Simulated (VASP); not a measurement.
A run of VASP 6.6.1:

Contents of INCAR:

```
SYSTEM = LuBi
ALGO = Normal
EDIFF = 1E-7
EDIFFG = -0.004
ENCUT = 600
IBRION = 2
ISIF = 3
ISMEAR = 0
LASPH = .True.
LCHARG = .False.
LMIXTAU = .True.
LREAL = .False.
LWAVE = .False.
METAGGA = R2SCAN
NELM = 80
NSW = 80
PREC = Accurate
SIGMA = 0.1
```

Contents of KPOINTS:

```
k-points
0
Gamma
  12 12 12
  0 0 0
```

The input POSCAR:

```
LuBi
1.0
    0.0000000000      3.1019669900      3.1019669900
    3.1019669900      0.0000000000      3.1019669900
    3.1019669900      3.1019669900      0.0000000000
Lu Bi
1 1
Direct
    0.5000000000      0.5000000000      0.5000000000
    0.0000000000      0.0000000000      0.0000000000
```

Potentials or basis: VASP PAW PBE potentials, release 64 (Lu, Bi_d).

Command:

```console
$ cat potpaw_PBE.64/Lu/POTCAR potpaw_PBE.64/Bi_d/POTCAR > POTCAR
$ mpirun -np 1 vasp_std > vasp.out
```

Hardware: 1 thread of AMD EPYC 9R45 (Zen 5), on a shared host.

Estimate the wall time of this run.

Wall time 29 min on 1 thread of AMD EPYC 9R45 (Zen 5) (shared host), peak memory 0.3 GiB. Counts: scf iterations 69, k points 72, ion steps 4.
